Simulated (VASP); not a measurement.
Here is the system:

```
RhGe
1.0
    1.43141    -5.00158     0.00000
    1.43141     5.00158     0.00000
    0.00000     0.00000     4.02970
Ge Rh
2 2
Direct
  0.64903   0.35097   0.25000
  0.35097   0.64903   0.75000
  0.90417   0.09583   0.25000
  0.09583   0.90417   0.75000
```

Calculation: PBEsol GGA, VASP's PBE PAW potentials (set 64) (plane waves; VASP). Run with 400 eV cut-off, 12×12×9 Γ-centred mesh, tetrahedra with Blöchl corrections, potentials Ge_d Rh_pv.

For a metal the tetrahedron method with Blöchl corrections gives inexact stress and forces.

Task: Predict the energy per atom (σ→0), largest force, band gap (on the k-mesh) with the smallest direct gap where there is one.

Result: 
- band gap (on the k-mesh) = none (metal, semimetal or under 0.01 eV)
- energy per atom (σ→0) = -6931 meV/atom
- largest force = 0.067 eV/Å

The structure was generated: GeRh was put into the CrB type (Cmcm), which need not be its known phase. It was relaxed first, which changed the volume by -49 %.
